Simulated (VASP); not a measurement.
```
CELL_PARAMETERS angstrom
      0.00000     2.15593     2.15593
      2.15593     0.00000     2.15593
      2.15593     2.15593     0.00000
ATOMIC_POSITIONS crystal
  Al 0.00000 0.00000 0.00000
  N  0.25000 0.25000 0.25000
```

These are PBEsol GGA, VASP's PBE PAW potentials (set 64) (plane waves; VASP 6.6.1) values and carry that method's errors. Settings: 600 eV cut-off, 10×10×10 Γ-centred mesh, Gaussian smearing of 0.050 eV, potentials Al N.

Question: Estimate the energy per atom (σ→0), pressure.

Answer: 
```json
{
  "energy per atom (σ→0)": "-751.8 kJ/mol of atoms",
  "pressure": "9.87 GPa"
}
```

Only differences to runs with the same potentials and settings are physical.

The compound is AlN in the zinc blende structure, a metastable form; wurtzite is the usual one. This cell was strained or had an atom moved on purpose.
